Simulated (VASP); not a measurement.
# TiAlRe: the relaxed cell at several levels, part 2 of 4

Wanted: equilibrium cells of TiAlRe at many levels, with their cost. The cell is invented: it takes the structure of a Materials Project entry for TiAlPt (space group 194 there), with some of its atoms replaced by other elements, volume scaled by an estimate. It may not be a known or stable phase. LASPH is on for some levels and off for others; the table marks which.

VASP 6.6.1, plane waves and PAW; the level of theory is named at each step.

Still holding for the runs below: The k-mesh is coarse for a metal.

So far. Step 2 (Rough relaxation of the start cell): It ends with forces that vanish by symmetry and a pressure of -0.21 GPa.

### 3. Relaxation with PBE

Level of this step: PBE; plane waves and PAW (Re, Ti_sv, Al); invented cell (VASP).

Properties are meant for the cell that this level of theory prefers, so cell and atoms are relaxed first (ISIF = 3) until forces and stress are small; EDIFFG sets the threshold.

INCAR

```
SYSTEM = TiAlRe
PREC = Accurate
ENCUT = 520
EDIFF = 1E-06
NELM = 100
ISMEAR = -1
SIGMA = 0.05
LREAL = .FALSE.
ALGO = Normal
GGA = PE
NBANDS = 28
LORBIT = 11
LWAVE = .FALSE.
LCHARG = .FALSE.
KPAR = 2
IBRION = 2
NSW = 60
ISIF = 3
EDIFFG = -0.01
```

POSCAR

```
TiAlRe
1.0
    4.4639973389      0.0000000000      0.0000000000
   -2.2319986694      3.8659354934      0.0000000000
    0.0000000000      0.0000000000      5.3036987480
Re Ti Al
2 2 2
Direct
    0.6666666700      0.3333333300      0.2500000000
    0.3333333300      0.6666666700      0.7500000000
    0.0000000000      0.0000000000      0.0000000000
    0.0000000000      0.0000000000      0.5000000000
    0.3333333300      0.6666666700      0.2500000000
    0.6666666700      0.3333333300      0.7500000000
```

KPOINTS

```
Automatic mesh
0
Gamma
7 7 5
0 0 0
```

Potentials, in the order of the species: Re, Ti_sv and Al (PBE family, release 64).

Command:

```console
$ mpirun -np 2 vasp_std
```

What it wrote:

```text
[... set-up lines as in an earlier step ...]
 entering main loop
       N       E                     dE             d eps       ncg     rms          rms(c)
DAV:   1     0.384315771285E+03    0.38432E+03   -0.21198E+04  2456   0.184E+03
DAV:   2    -0.451757036780E+01   -0.38883E+03   -0.38045E+03  2188   0.689E+02
DAV:   3    -0.466955805611E+02   -0.42178E+02   -0.40371E+02  2684   0.185E+02
DAV:   4    -0.529266806687E+02   -0.62311E+01   -0.60091E+01  2576   0.418E+01
DAV:   5    -0.536639558009E+02   -0.73728E+00   -0.72076E+00  2464   0.148E+01    0.378E+01
DAV:   6    -0.524051928954E+02    0.12588E+01   -0.51193E+01  2472   0.479E+01    0.219E+01
DAV:   7    -0.512764286057E+02    0.11288E+01   -0.61716E+01  2408   0.723E+01    0.953E+00
DAV:   8    -0.490652585062E+02    0.22112E+01   -0.84615E+00  2504   0.282E+01    0.452E+00
DAV:   9    -0.491042177580E+02   -0.38959E-01   -0.19535E+00  2624   0.803E+00    0.275E+00
DAV:  10    -0.490316272884E+02    0.72590E-01   -0.43549E-01  2416   0.584E+00    0.114E+00
DAV:  11    -0.490395113049E+02   -0.78840E-02   -0.26086E-02  2472   0.163E+00    0.690E-01
DAV:  12    -0.490321041225E+02    0.74072E-02   -0.38120E-02  2384   0.158E+00    0.581E-02
DAV:  13    -0.490322836278E+02   -0.17951E-03   -0.17760E-03  2592   0.297E-01    0.591E-02
DAV:  14    -0.490322833855E+02    0.24225E-06   -0.10441E-04  2304   0.774E-02    0.373E-02
DAV:  15    -0.490322764441E+02    0.69414E-05   -0.46212E-05  2616   0.681E-02    0.192E-02
DAV:  16    -0.490322760107E+02    0.43338E-06   -0.65672E-06  1768   0.213E-02
   1 F= -.49032276E+02 E0= -.49011081E+02  d E =-.490323E+02
 curvature:   0.00 expect dE= 0.000E+00 dE for cont linesearch  0.000E+00
 trial: gam= 0.00000 g(F)=  0.230E-44 g(S)=  0.153E-02 ort = 0.000E+00 (trialstep = 0.100E+01)
 search vector abs. value=  0.153E-02
 bond charge predicted
       N       E                     dE             d eps       ncg     rms          rms(c)
DAV:   1    -0.490425298958E+02   -0.10253E-01   -0.35385E-01  2240   0.139E+01    0.116E+00
DAV:   2    -0.490516344978E+02   -0.91046E-02   -0.23690E-01  2592   0.420E+00    0.115E+00
DAV:   3    -0.490334280656E+02    0.18206E-01   -0.13572E-01  2424   0.337E+00    0.360E-01
DAV:   4    -0.490321940721E+02    0.12340E-02   -0.61561E-03  2496   0.646E-01    0.176E-01
DAV:   5    -0.490321083939E+02    0.85678E-04   -0.26381E-03  2352   0.404E-01    0.571E-02
DAV:   6    -0.490321467307E+02   -0.38337E-04   -0.25297E-04  2560   0.183E-01    0.403E-02
DAV:   7    -0.490321777141E+02   -0.30983E-04   -0.26119E-05  2056   0.346E-02    0.219E-02
DAV:   8    -0.490322023426E+02   -0.24628E-04   -0.96339E-05  2536   0.644E-02    0.308E-03
DAV:   9    -0.490322032355E+02   -0.89287E-06   -0.11200E-05  1728   0.210E-02    0.535E-03
DAV:  10    -0.490322030389E+02    0.19660E-06   -0.10139E-06  1104   0.150E-02
   2 F= -.49032203E+02 E0= -.49010761E+02  d E =0.729718E-04
[...]
3 F= -.49032656E+02 E0= -.49011342E+02  d E =-.380393E-03
[...]
4 F= -.49032657E+02 E0= -.49011348E+02  d E =-.380619E-03
 curvature:  -0.23 expect dE=-0.244E-04 dE for cont linesearch -0.585E-07
 trial: gam= 0.08069 g(F)=  0.641E-44 g(S)=  0.104E-03 ort =-0.196E-04 (trialstep = 0.894E+00)
 search vector abs. value=  0.111E-03
 bond charge predicted
       N       E                     dE             d eps       ncg     rms          rms(c)
DAV:   1    -0.490328304530E+02   -0.17430E-03   -0.11541E-02  1932   0.205E+00    0.123E-01
DAV:   2    -0.490327470840E+02    0.83369E-04   -0.10561E-03  2376   0.480E-01    0.552E-02
DAV:   3    -0.490327052069E+02    0.41877E-04   -0.22105E-04  2312   0.121E-01    0.285E-02
DAV:   4    -0.490327018816E+02    0.33253E-05   -0.20562E-04  2672   0.136E-01    0.289E-02
DAV:   5    -0.490326955144E+02    0.63672E-05   -0.46595E-05  2176   0.683E-02    0.667E-03
DAV:   6    -0.490326963733E+02   -0.85886E-06   -0.41568E-06  1528   0.199E-02
   5 F= -.49032696E+02 E0= -.49011366E+02  d E =-.397437E-04
 trial-energy change:   -0.000040  1 .order   -0.000042   -0.000092    0.000007
 step:   0.8314(harm=  0.8314)  dis= 0.00000  next Energy=   -49.032699 (dE=-0.426E-04)
 reached required accuracy - stopping structural energy minimisation
```

Run time: 1.8 min. Hardware: 2 MPI ranks of Intel Xeon Platinum 8259CL at 2.50GHz (Skylake/Cascade Lake), shared host; peak memory 0.5 GiB.

OUTCAR, selected parts (step 3):

```text
  LATTYP: Found a hexagonal cell.
 ALAT       =     4.4639973389
 C/A-ratio  =     1.1881052665

 Found     24 irreducible k-points:

   k-points           NKPTS =     24   k-points in BZ     NKDIM =     24   number of bands    NBANDS=     28

   dimension x,y,z NGX =    36 NGY =   36 NGZ =   40
   dimension x,y,z NGXF=    72 NGYF=   72 NGZF=   80

   ENCUT  =  520.0 eV  38.22 Ry    6.18 a.u.   8.30  8.30  9.86*2*pi/ulx,y,z

   NELECT =      44.0000    total number of electrons

 E-fermi :   8.3819

 k-point     1 :       0.0000    0.0000    0.0000
  band No.  band energies     occupation
    ...
     18       5.9823      2.00000
     19       7.2762      2.00000
     20       7.2762      2.00000
     21       8.2906      1.72272
     22       8.2906      1.72271
     23       8.4623      0.33390
     24       8.8822      0.00009
     25      10.2716      0.00000
     26      10.2716      0.00000
     27      10.8575      0.00000
    ...

 k-point     2 :       0.1429    0.0000    0.0000
  band No.  band energies     occupation
    ...
     18       6.4542      2.00000
     19       6.6436      2.00000
     20       7.2793      2.00000
     21       8.2182      1.92710
     22       8.4268      0.57870
     23       8.6894      0.00426
     24       9.1313      0.00000
     25       9.8652      0.00000
     26      10.0882      0.00000
     27      10.7006      0.00000
    ...

  Total        0.0005249      0.0005249      0.0087518      0.0000000      0.0000000      0.0000000
  in kB        0.0091705      0.0091705      0.1528982      0.0000000      0.0000000      0.0000000
  external PRESSURE =       0.0570797 kB  Pullay stress =       0.0000000 kB

  energy-cutoff  :      520.00
  volume of cell :       91.71
      direct lattice vectors                 reciprocal lattice vectors
     4.469973793  0.000000000  0.000000000     0.223714958  0.129161878  0.000000000
    -2.234986896  3.871111256  0.000000000    -0.000000000  0.258323756  0.000000000
    -0.000000000 -0.000000000  5.299836019     0.000000000 -0.000000000  0.188685083

 POSITION                                       TOTAL-FORCE (eV/Angst)
 -----------------------------------------------------------------------------------
      2.23499      1.29037      1.32496         0.000000     -0.000000      0.000000
     -0.00000      2.58074      3.97488        -0.000000      0.000000      0.000000
     -0.00000     -0.00000      5.29984        -0.000000      0.000000      0.000000
      0.00000     -0.00000      2.64992        -0.000000      0.000000      0.000000
     -0.00000      2.58074      1.32496        -0.000000      0.000000      0.000000
      2.23499      1.29037      3.97488        -0.000000      0.000000      0.000000
 -----------------------------------------------------------------------------------
    total drift:                               -0.000006      0.000004      0.000000

  FREE ENERGIE OF THE ION-ELECTRON SYSTEM (eV)
  ---------------------------------------------------
  free  energy   TOTEN  =       -49.0326963733 eV

  energy  without entropy=      -48.9900346285  energy(sigma->0) =      -49.01136550

 total charge
# of ion       s       p       d       tot
------------------------------------------
    1        0.587   0.438   4.958   5.983
    2        0.587   0.438   4.958   5.983
    3        2.216   6.157   1.915  10.288
    4        2.216   6.157   1.915  10.288
    5        0.419   0.434   0.000   0.854
    6        0.419   0.434   0.000   0.854
--------------------------------------------------
tot          6.443  14.059  13.746  34.249

[... 3 parts as in an earlier step ...]

[... 7 further parts left out ...]
```

CONTCAR:

```
TiAlRe
   1.00000000000000
     4.4699737926302658    0.0000000000000773    0.0000000000000000
    -2.2349868962649992    3.8711112557435214    0.0000000000000000
    -0.0000000000000000   -0.0000000000000000    5.2998360189844531
  Re              Ti              Al
     2     2     2
Direct
     0.6666666699999979    0.3333333300000021    0.2500000000000000
     0.3333333300000021    0.6666666699999979    0.7500000000000000
     0.0000000000000000    0.0000000000000000    1.0000000000000000
     0.0000000000000000    0.0000000000000000    0.5000000000000000
     0.3333333300000021    0.6666666699999979    0.2500000000000000
     0.6666666699999979    0.3333333300000021    0.7500000000000000
```

Relaxation path:

```tsv
step	energy less that of the first step (eV)	largest force (eV/Å)	pressure (GPa)	volume (Å³)
1	0.0000	0.0000	0.37	91.53
2	0.0001	0.0000	-0.55	92.00
3	-0.0004	0.0000	-0.08	91.75
4	-0.0004	0.0000	-0.07	91.75
5	-0.0004	0.0000	0.01	91.71
```

```tsv
conventional cell, symmetrised	before	after	change
a (Å)	4.464	4.470	+0.1 %
b (Å)	4.464	4.470	+0.1 %
c (Å)	5.304	5.300	-0.1 %
volume (Å³/atom)	15.25	15.28	+0.2 %
```

Final coordinates:

```cif
data_structure
_symmetry_space_group_name_H-M 'P 1'
_symmetry_Int_Tables_number 1
_cell_length_a 4.4700
_cell_length_b 4.4700
_cell_length_c 5.2998
_cell_angle_alpha 90.000
_cell_angle_beta 90.000
_cell_angle_gamma 120.000
_cell_volume 91.71
loop_
_atom_site_label
_atom_site_type_symbol
_atom_site_fract_x
_atom_site_fract_y
_atom_site_fract_z
_atom_site_occupancy
Re1 Re 0.66667 0.33333 0.25000 1
Re2 Re 0.33333 0.66667 0.75000 1
Ti3 Ti 0.00000 0.00000 0.00000 1
Ti4 Ti 0.00000 0.00000 0.50000 1
Al5 Al 0.33333 0.66667 0.25000 1
Al6 Al 0.66667 0.33333 0.75000 1
```

This step gave:

```yaml
irreducible_k_points: 24
free_energy_toten: -49.03 eV
energy_at_zero_smearing: -49.01 eV
fermi_energy: 8.382 eV
pressure: 0.005708 GPa
scf_cycles_over_all_ionic_steps: 45
```

It ends with forces that vanish by symmetry and a pressure of 0.01 GPa. The conventional cell has a = 4.470 and c = 5.300 Å.

(Continued in part 3 of 4.)

[Lines on the potential files, build, host, timing and source positions are cut from VASP's logs without a mark.]

[Logs are printed without paths, hosts, clocks, repeated set-up lines and the standing remarks that a program may print on its own settings, such as how far it seeks lower states.]

[Hosts, paths, dates, database ids (printed as entryN), source tags and the programs' standing remarks are cut or masked in the printed files.]

[A measured line is paired with the nearest computed mode of its activity, which favours agreement.]
